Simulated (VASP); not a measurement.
Input for VASP

### INCAR
```
! general
SYSTEM  = Zr3N4
PREC    = Accurate
ENCUT   = 400
LREAL   = Auto
LASPH   = T

! electronic loop
EDIFF   = 1E-6
NELM    = 100
ALGO    = Normal
LMAXMIX = 4

! smearing
ISMEAR  = 0
SIGMA   = 0.01

! functional
GGA     = PE

! ions
ISIF    = 2

! output
LWAVE   = F
LCHARG  = F
```

File POSCAR:
```
Zr3N4
1.0
 -3.3875850000   3.3875850000   3.3875850000
  3.3875850000  -3.3875850000   3.3875850000
  3.3875850000   3.3875850000  -3.3875850000
Zr N
6 8
Direct
  0.8737420000   0.1214530000   0.7499850000
  0.6257050000   0.3793220000   0.2529950000
  0.7474830000   0.8741030000   0.1212070000
  0.2528840000   0.6246130000   0.3813680000
  0.1259850000   0.7494390000   0.8713980000
  0.3780260000   0.2510110000   0.6256100000
  0.6260730000   0.6335860000   0.6305750000
  0.3698600000   0.5038610000  -0.0025770000
  0.5037360000   0.0006420000   0.8679830000
 -0.0019010000   0.3668810000   0.4976670000
  0.8711020000   0.4890050000  -0.0015160000
  0.1296690000   0.1296820000   0.1296330000
 -0.0032610000   0.8705260000   0.5015300000
  0.5008980000   0.0058750000   0.3741400000
```

**KPOINTS**
```
K-points
0
gamma
5 5 5
0 0 0
```

POTCAR, in this order: Zr_sv N (PBE.64 set). Program: vasp_std.

**Question.** Translate this PBE calculation to Ansatz.

**Answer.** One equivalent input (not run):
Ansatz 0.2 input:
```yaml
crystal:
  lattice:
    - [-3.3875850, 3.3875850, 3.3875850]
    - [3.3875850, -3.3875850, 3.3875850]
    - [3.3875850, 3.3875850, -3.3875850]
  atoms:
    - { symbol: Zr, position: [0.8737420, 0.1214530, 0.7499850] }
    - { symbol: Zr, position: [0.6257050, 0.3793220, 0.2529950] }
    - { symbol: Zr, position: [0.7474830, 0.8741030, 0.1212070] }
    - { symbol: Zr, position: [0.2528840, 0.6246130, 0.3813680] }
    - { symbol: Zr, position: [0.1259850, 0.7494390, 0.8713980] }
    - { symbol: Zr, position: [0.3780260, 0.2510110, 0.6256100] }
    - { symbol: N, position: [0.6260730, 0.6335860, 0.6305750] }
    - { symbol: N, position: [0.3698600, 0.5038610, -0.0025770] }
    - { symbol: N, position: [0.5037360, 0.0006420, 0.8679830] }
    - { symbol: N, position: [-0.0019010, 0.3668810, 0.4976670] }
    - { symbol: N, position: [0.8711020, 0.4890050, -0.0015160] }
    - { symbol: N, position: [0.1296690, 0.1296820, 0.1296330] }
    - { symbol: N, position: [-0.0032610, 0.8705260, 0.5015300] }
    - { symbol: N, position: [0.5008980, 0.0058750, 0.3741400] }
kpoints:
  mp_grid: { grid: [5, 5, 5] }
hamiltonian:
  xc: pbe
  pseudopotentials: { kind: paw }
scf:
  occupations: { method: gaussian, width: 0.01 }
  max_iter: 100
output: { forces: true, stress: true, eigenvalues: true }
```
The two are equivalent in intent, not identical: each code has its own PAW files, so the cut-off isn't converted (ENCUT is set for VASP's; basis.ecutwfc is left out, and Ansatz then takes the one that its files recommend); Ansatz stops its SCF on the density residual and VASP on the energy change (EDIFF).

The structure comes from a computed database's Zr3N4 entry; how it stands against other phases isn't given here. The cell was not relaxed at this level, atoms are displaced from their ideal sites.
